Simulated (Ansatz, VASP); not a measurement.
## Two plane-wave programs on Li4Si

Contents of INCAR:

```
SYSTEM = Li4Si
PREC = Accurate ; ENCUT = 600
EDIFF = 1E-7 ; ISMEAR = 0
SIGMA = 0.1 ; LREAL = .FALSE.
LASPH = .TRUE. ; NELM = 100
ALGO = Normal ; ISIF = 3
LWAVE = .FALSE. ; LCHARG = .FALSE.
GGA = PE ; IBRION = 2
NSW = 100 ; EDIFFG = -0.01
```

File KPOINTS:

```
Automatic mesh
0
G
  8 8 8
  0 0 0
```

POSCAR

```
Li4Si
1.0
    4.8352002387      0.0000000000      0.0000000000
    0.0000000000      4.8352002387      0.0000000000
    0.0000000000      0.0000000000      4.8352002387
Li Si
4 1
Direct
    0.0000000000      0.5000000000      0.5000000000
    0.5000000000      0.0000000000      0.5000000000
    0.5000000000      0.5000000000      0.0000000000
    0.0000000000      0.0000000000      0.0000000000
    0.5000000000      0.5000000000      0.5000000000
```

Input for Ansatz:

```yaml
crystal:
  lattice:
    - [4.8352002387, 0.0, 0.0]
    - [0.0, 4.8352002387, 0.0]
    - [0.0, 0.0, 4.8352002387]
  atoms:
    - { symbol: Li, position: [0.0, 0.5, 0.5] }
    - { symbol: Li, position: [0.5, 0.0, 0.5] }
    - { symbol: Li, position: [0.5, 0.5, 0.0] }
    - { symbol: Li, position: [0.0, 0.0, 0.0] }
    - { symbol: Si, position: [0.5, 0.5, 0.5] }
basis:
  ecutwfc: 420
kpoints:
  mp_grid: { grid: [8, 8, 8] }
hamiltonian:
  xc: pbe
scf:
  occupations: { method: gaussian, width: 0.1 }
output:
  forces: true
  stress: true
  eigenvalues: true
relax:
  adjacent_minimum: "off"
  f_tol: 0.01
  max_steps: 80
  cell: { stress_tol: 0.05 }
```

Alike in both runs: task relaxation of cell and atoms; functional PBE; k mesh 8 × 8 × 8; occupations gaussian, width 0.1 eV; no spin polarisation.

|  | VASP | Ansatz |
| --- | --- | --- |
| version | VASP 6.6.1 | Ansatz 0.2.0 |
| potentials or method | VASP PAW PBE potentials, release 64 (Li_sv, Si) | scalar-relativistic, plane waves, PAW |
| plane-wave cutoff (eV) | 600 | 420 |
| valence electrons in the cell | 16 | 16 |

```tsv
	VASP	Ansatz	Ansatz less VASP
gap on the k mesh at the Fermi level, each at its own relaxed structure (eV)	none	none	-
relaxed volume (Å³/atom)	22.61	22.61	0.000
relaxed cell length with the largest relative difference (Å)	4.835	4.835	0.0000
```

A gap of «none» marks a metal or a gap that the smearing closes.

Caveats: the cutoff is under 1.25 times the usual one of these potentials, so pressure, stress and relaxed cells hold a basis-set (Pulay) error (VASP); the relaxation stopped at its first step, so nothing moved.
